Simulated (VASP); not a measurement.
VASP runs on MoSe$_{2}$ (space group P6_3/mmc) share one base input (PBEsol GGA, plane waves, VASP's PBE PAW potentials (set 64)) and change the settings named in each case.

### INCAR
```
! general
SYSTEM  = MoSe2
PREC    = Accurate
ENCUT   = 300   ! plane-wave cut-off (eV)
LREAL   = .FALSE.
LASPH   = .TRUE.   ! aspherical one-centre terms

! electronic loop
EDIFF   = 1E-6   ! SCF stop (eV)
NELM    = 100   ! most electronic steps
ALGO    = Normal   ! blocked Davidson
LMAXMIX = 4   ! l cut-off of mixed one-centre charges

! smearing
ISMEAR  = -1   ! Fermi-Dirac
SIGMA   = 0.01   ! width (eV)

! functional
GGA     = PS   ! PBEsol

! ions
ISIF    = 2

! output
LWAVE   = .FALSE.
LCHARG  = .FALSE.
```

### KPOINTS
```
Automatic mesh
0
gamma
 5 5 1
0 0 0
```

File POSCAR:
```
MoSe2
3.290
  0.5000000000  -0.8660255319   0.0000000000
  0.5000000000   0.8660255319   0.0000000000
  0.0000000000   0.0000000000   3.9300911854
Mo Se
2 4
Direct
  0.3333330000   0.6666670000   0.2500000000
  0.6666670000   0.3333330000   0.7500000000
  0.3333330000   0.6666670000   0.8790000000
  0.6666670000   0.3333330000   0.3790000000
  0.6666670000   0.3333330000   0.1210000000
  0.3333330000   0.6666670000   0.6210000000
```

POTCAR, in this order: Mo_sv Se (PBE.64 set). Program: vasp_std.

| change | E(σ→0) (eV/atom) | pressure (GPa) |
|---|---|---|
| base run | -7.2027 | -1.30 |
| GGA removed, POTCAR Mo_sv Se (LDA.64 set) | -7.5316 | -3.70 |
| GGA_COMPAT = .FALSE., LNONCOLLINEAR = .TRUE., LSORBIT = .TRUE., MAGMOM = 0.0 0.0 0.0 0.0 0.0 0.0 0.0 0.0 0.0 0.0 0.0 0.0 0.0 0.0 0.0 0.0 0.0 0.0, program vasp_ncl | -7.2492 | -1.24 |
| KPOINTS 1×1×1 Γ-centred mesh | -3.8893 | 21.11 |
| LDAU = .TRUE., LDAUJ = 0 0, LDAUL = 2 -1, LDAUTYPE = 2, LDAUU = 1.0 0 | -6.8032 | -0.83 |
 Energies of different potentials or functionals have different zeros.  At 300 eV the pressure can carry a Pulay error.

Left out are runs that ran out of time, are held back, or changed the cell or the kind of run, fixed moments of cells without a moment, rows past the twelfth, gaps on odd meshes, pressures of charged cells and columns that move by less than the noise.

The structure is a typed MoSe2 crystal (P6_3/mmc). The cell was not relaxed at this level.
